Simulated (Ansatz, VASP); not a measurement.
# Si in VASP and in Ansatz

Contents of INCAR:

```
PREC     = Accurate       # precision mode
ENCUT    = 520            # plane-wave cutoff, eV
EDIFF    = 1E-7           # SCF threshold, eV
ISMEAR   = 0              # smearing method
SIGMA    = 0.15           # smearing width, eV
LREAL    = F              # projectors in reciprocal space
LASPH    = T              # aspherical terms in the spheres
NELM     = 100            # most SCF steps
ALGO     = Normal         # electronic algorithm
ISIF     = 2              # what is computed and relaxed
LWAVE    = F              # write WAVECAR
LCHARG   = F              # write CHGCAR
GGA      = CA             # functional
NBANDS   = 8              # bands
```

Contents of KPOINTS:

```
Automatic mesh
0
Gamma
  22 22 22
```

The input POSCAR:

```
Si
1.0
   -1.5781074821      1.5781074821      1.3599397455
    1.5781074821     -1.5781074821      1.3599397455
    1.5781074821      1.5781074821     -1.3599397455
Si
1
Direct
    0.0000000000      0.0000000000      0.0000000000
```

Input for Ansatz:

```yaml
crystal:
  lattice:
    - [-1.5781074821, 1.5781074821, 1.3599397455]
    - [1.5781074821, -1.5781074821, 1.3599397455]
    - [1.5781074821, 1.5781074821, -1.3599397455]
  atoms:
    - { symbol: Si, position: [0.0, 0.0, 0.0] }
basis:
  ecutwfc: 420
kpoints:
  mp_grid: { grid: [22, 22, 22] }
hamiltonian:
  xc: lda
scf:
  occupations: { method: gaussian, width: 0.15 }
output:
  forces: true
  stress: true
  eigenvalues: true
```

Change from the starting cell: strain -0.030 along x and y, +0.030 along z, atoms carried along.

Alike in both runs: task single point; functional LDA; k mesh 22 × 22 × 22; occupations gaussian, width 0.15 eV; no spin polarisation.

```csv
,VASP,Ansatz
version,VASP 6.6.1,Ansatz 0.2.0
potentials or method,"VASP PAW LDA potentials, release 64 (Si)","scalar-relativistic, plane waves, PAW"
plane-wave cutoff (eV),520,420
valence electrons in the cell,4,4
```

Ansatz gave:

| Item | Value |
| --- | --- |
| gap on the k mesh at the Fermi level (eV) | none |
| pressure (GPa) | 3.2 |
| largest component of the traceless stress (GPa) | 2.16 |

**Question.** Estimate VASP's values.

**Answer.** gap on the k mesh at the Fermi level (eV): none; pressure (GPa): 3.3; largest component of the traceless stress (GPa): 2.20.

A gap of «none» marks a metal or a gap that the smearing closes.
